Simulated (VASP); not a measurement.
Given:

```
CELL_PARAMETERS angstrom
      1.79393    -3.10718     0.00000
      1.79393     3.10718     0.00000
      0.00000     0.00000     5.63077
ATOMIC_POSITIONS crystal
  Gd 0.33333 0.66667 0.25000
  Gd 0.66667 0.33333 0.75000
```

Method: AM05 GGA, VASP's PBE PAW potentials (set 64) (plane waves; VASP 6.6.1). Settings: 520 eV cut-off, Gaussian smearing of 0.050 eV, potentials Gd_3.

The 4f electrons are frozen in the core of the lanthanide potential, so 4f levels, which can set the real gap, and their magnetism are missing.

Problem. Give the energies of bands 7 to 12 at the high-symmetry points, in eV from the Fermi level.

Solution. 
```json
[
 {"band": "7", "Γ": "-4.82", "M": "-1.76", "K": "-1.09", "A": "-3.20", "L": "-1.94", "H": "-0.61"},
 {"band": "8", "Γ": "-2.17", "M": "-1.55", "K": "-0.56", "A": "-3.20", "L": "-1.94", "H": "-0.61"},
 {"band": "9", "Γ": "1.69", "M": "-1.08", "K": "-0.56", "A": "0.96", "L": "-0.06", "H": "-0.38"},
 {"band": "10", "Γ": "1.71", "M": "0.38", "K": "-0.29", "A": "0.96", "L": "-0.06", "H": "-0.38"},
 {"band": "11", "Γ": "1.71", "M": "1.39", "K": "1.16", "A": "1.62", "L": "2.00", "H": "0.73"},
 {"band": "12", "Γ": "2.07", "M": "1.65", "K": "1.16", "A": "1.62", "L": "2.00", "H": "0.73"}
]
```

It has no gap at this level: it comes out as a metal or semimetal.

The compound is Gd in the hcp structure. It was relaxed first.
